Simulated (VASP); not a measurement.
Calculation: PBE GGA, VASP's PBE PAW potentials (set 64) (plane waves; VASP).

Input for VASP

INCAR:
```
EDIFF=1E-6
LASPH=T   # aspherical one-centre terms
ISMEAR=0
SIGMA=0.05
LCHARG=F
ALGO=Normal
LREAL=F   # projection in real space or not
PSTRESS=50   # kbar
ENCUT=620   # plane-wave cut-off (eV)
SYSTEM=SiC
ISIF=3   # ions, shape and volume
NSW=40
IBRION=2
PREC=Accurate
NELM=100   # most electronic steps
EDIFFG=-0.02
LWAVE=F
GGA=PE
```

### KPOINTS
```
Automatic mesh
0
Gamma
10 10 10
0 0 0
```

**POSCAR**
```
SiC
1
    0.0000000000     2.1896998039     2.1896998039
    2.1896998039     0.0000000000     2.1896998039
    2.1896998039     2.1896998039     0.0000000000
Si C
1 1
Direct
  0.0000000000   0.0000000000   0.0000000000
  0.2500000000   0.2500000000   0.2500000000
```

POTCAR, in this order: Si C (PBE.64 set). Program: vasp_std.

Energy and stress use the plane-wave basis of the starting cell.

Problem. Predict the energy per atom (σ→0), volume per atom, band gap (on the k-mesh).

Solution. 
```json
{
  "energy per atom (σ→0)": "-7528 meV/atom",
  "band gap (on the k-mesh)": "1.35 eV",
  "volume_per_atom": "10.26 Å³/atom"
}
```

### OSZICAR
```
...
DAV:   1    -0.150596355585E+02   -0.30557E-01   -0.18268E-01   784   0.374E+00    0.481E-01
DAV:   2    -0.150564817928E+02    0.31538E-02   -0.80785E-03   920   0.599E-01    0.241E-01
DAV:   3    -0.150558163303E+02    0.66546E-03   -0.10850E-03   976   0.232E-01    0.629E-02
DAV:   4    -0.150557003091E+02    0.11602E-03   -0.15654E-04   824   0.775E-02    0.276E-02
DAV:   5    -0.150556963745E+02    0.39346E-05   -0.46211E-06  1016   0.174E-02    0.161E-02
DAV:   6    -0.150556953315E+02    0.10430E-05   -0.41325E-07   456   0.564E-03    0.270E-03
DAV:   7    -0.150556955259E+02   -0.19439E-06   -0.10230E-07   416   0.241E-03
   3 F= -.14415442E+02 E0= -.14415442E+02  d E =-.796140E-02
```

The compound is SiC in the zinc blende structure. This run relaxes it under an external pressure of 5 GPa. Symmetry was kept, so distortions that lower it aren't found.
